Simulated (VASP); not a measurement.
# Pt2F (Fm-3m) in VASP: notebook, part 2 of 2

VASP 6.6.1.

### Step 5. Relaxation of cell and atoms, PBE

The input, INCAR:

```
PREC = Accurate ; ENCUT = 900
EDIFF = 1E-6 ; ISMEAR = -1
SIGMA = 0.05 ; LREAL = False
LASPH = True ; NELM = 80
ALGO = Normal ; ISIF = 3
LWAVE = False ; LCHARG = False
GGA = PE ; IBRION = 2
NSW = 60 ; EDIFFG = -0.005
```

The input, KPOINTS:

```
Automatic mesh
0
Gamma
  8 8 8
```

The input, POSCAR:

```
Pt2F
1.0
    0.0000000000      2.8524300000      2.8524300000
    2.8524300000      0.0000000000      2.8524300000
    2.8524300000      2.8524300000      0.0000000000
Pt F
2 1
Direct
    0.2500000000      0.2500000000      0.2500000000
    0.7500000000      0.7500000000      0.7500000000
    0.0000000000      0.0000000000      0.0000000000
```

Potentials or basis: VASP PAW PBE potentials, release 64 (Pt, F_s).

Command:

```console
cat potpaw_PBE.64/Pt/POTCAR potpaw_PBE.64/F_s/POTCAR > POTCAR
mpirun -np 1 vasp_std > vasp.out
```

OUTCAR:

```text
PREC = Accurate
   ENCUT = 900
   EDIFF = 1E-6
   ISMEAR = -1
   LREAL = False
   LASPH = True
   NELM = 80
   ISIF = 3
   GGA = PE
   IBRION = 2
   NSW = 60
   EDIFFG = -0.005

 ion  position               nearest neighbor table
   1  0.250  0.250  0.250-   3 2.47   3 2.47   3 2.47   3 2.47   2 2.85   2 2.85   2 2.85   2 2.85
                             2 2.85   2 2.85
   2  0.750  0.750  0.750-   3 2.47   3 2.47   3 2.47   3 2.47   1 2.85   1 2.85   1 2.85   1 2.85
                             1 2.85   1 2.85
   3  0.000  0.000  0.000-   2 2.47   2 2.47   2 2.47   1 2.47   2 2.47   1 2.47   1 2.47   1 2.47

  LATTYP: Found a face centered cubic cell.
 ALAT       =     5.7048600000

  Lattice vectors:

 A1 = (   0.0000000000,   2.8524300000,   2.8524300000)
 A2 = (   2.8524300000,   0.0000000000,   2.8524300000)
 A3 = (   2.8524300000,   2.8524300000,   0.0000000000)

Analysis of symmetry for initial positions (statically):
=====================================================================
 Subroutine PRICEL returns:
 Original cell was already a primitive cell.

 Routine SETGRP: Setting up the symmetry group for a
 face centered cubic supercell.
[... 173 lines left out ...]
 cond. band min:       6.3531969165   @ k =   0.1250   0.1250   0.0000
 fundamental gap:      0.0069935252
 Fermi energy:         6.3482143930

 k-point     1 :       0.0000    0.0000    0.0000
  band No.  band energies     occupation
      1     -17.1630      2.00000
      2      -0.0627      2.00000
      3      -0.0627      2.00000
      4      -0.0627      2.00000
      5       1.2703      2.00000
      6       2.2502      2.00000
[... 457 lines left out ...]
      4       0.4885      2.00000
      5       3.4251      2.00000
      6       3.4643      2.00000
[... 9 lines left out ...]
     16       8.6658      0.00000
     17      13.5377      0.00000

 [... further k-points ...]

------------------------ aborting loop because EDIFF is reached ----------------------------------------

  FORCE on cell =-STRESS in cart. coord.  units (eV):
  Direction    XX          YY          ZZ          XY          YZ          ZX
  --------------------------------------------------------------------------------------
  -------------------------------------------------------------------------------------
  Total        0.0007950      0.0007950      0.0007950      0.0000000      0.0000000      0.0000000
  in kB        0.0274410      0.0274410      0.0274410      0.0000000      0.0000000      0.0000000
  external PRESSURE =       0.0274410 kB  Pullay stress =       0.0000000 kB

 VOLUME and BASIS-vectors are now :
 -----------------------------------------------------------------------------
  energy-cutoff  :      900.00
  volume of cell :       46.42
      direct lattice vectors                 reciprocal lattice vectors
     0.000000000  2.852430000  2.852430000    -0.175289139  0.175289139  0.175289139
     2.852430000  0.000000000  2.852430000     0.175289139 -0.175289139  0.175289139
     2.852430000  2.852430000  0.000000000     0.175289139  0.175289139 -0.175289139

 POSITION                                       TOTAL-FORCE (eV/Angst)
 -----------------------------------------------------------------------------------
      1.42622      1.42622      1.42622        -0.000000      0.000000     -0.000000
      4.27865      4.27865      4.27865         0.000000     -0.000000      0.000000
      0.00000      0.00000      0.00000         0.000000      0.000000      0.000000
 -----------------------------------------------------------------------------------
    total drift:                               -0.000000     -0.000000      0.000000

  FREE ENERGIE OF THE ION-ELECTRON SYSTEM (eV)
  ---------------------------------------------------
  free  energy   TOTEN  =       -11.8971209170 eV

  energy  without entropy=      -11.8321010618  energy(sigma->0) =      -11.86461099

 reached required accuracy - stopping structural energy minimisation
```

CONTCAR:

```text
Pt2F
   1.00000000000000
     0.0000000000000000    2.8524300000000000    2.8524300000000000
     2.8524300000000000    0.0000000000000000    2.8524300000000000
     2.8524300000000000    2.8524300000000000    0.0000000000000000
  Pt              F
     2     1
Direct
     0.2500000000000000    0.2500000000000000    0.2500000000000000
     0.7500000000000000    0.7500000000000000    0.7500000000000000
     0.0000000000000000    0.0000000000000000    0.0000000000000000

  0.00000000E+00  0.00000000E+00  0.00000000E+00
  0.00000000E+00  0.00000000E+00  0.00000000E+00
  0.00000000E+00  0.00000000E+00  0.00000000E+00
```

Wall time 46 s (1 thread of Intel Xeon Platinum 8488C (Sapphire Rapids), shared host); peak memory 0.26 GiB.

What came out:

| Item | Value |
| --- | --- |
| Free energy | -11.8971 eV |
| Pressure after relaxing | 0.0 GPa |
| Band gap on the k mesh | none (metal or under the smearing width) |

Final structure:
```xyz
3
Lattice="0.0000 2.8524 2.8524 2.8524 0.0000 2.8524 2.8524 2.8524 0.0000" Properties=species:S:1:pos:R:3 pbc="T T T"
Pt    1.4262    1.4262    1.4262
Pt    4.2786    4.2786    4.2786
F     0.0000    0.0000    0.0000
```

Caveat: the relaxation stopped at its first step, so nothing moved; an odd number of electrons without spin polarisation forces a metal; a magnetic or distorted state may lie lower. The run has no spin-orbit coupling, so splittings on Pt are missing.

### Step 6. Overview

| potentials or basis | gap on the mesh (eV) | pressure (GPa) | relaxed volume (Å³/atom) |
| --- | --- | --- | --- |
| VASP PAW PBE potentials, release 64 (Pt_sv_GW, F_GW) | none | 0.0 | 15.46 |
| VASP PAW PBE potentials, release 64 (Pt_GW, F_GW) | none | 0.0 | 15.42 |
| VASP PAW PBE potentials, release 64 (Pt, F_h) | none | 0.0 | 15.43 |
| VASP PAW PBE potentials, release 64 (Pt, F_s) | none | 0.0 | - |

Alike in all rows: task relaxation of cell and atoms; level PBE; no spin polarisation; cell relaxed; k mesh 8 × 8 × 8; cutoff (eV) 900; smearing fermi-dirac 0.05 eV.

Caveats: an odd number of electrons without spin polarisation forces a metal; a magnetic or distorted state may lie lower; the cutoff is under 1.25 times the usual one of these potentials, so pressure, stress and relaxed cells hold a basis-set (Pulay) error (some runs); the relaxation stopped at its first step, so nothing moved (some runs).

Absolute energies hang on the potentials; compare differences alone.
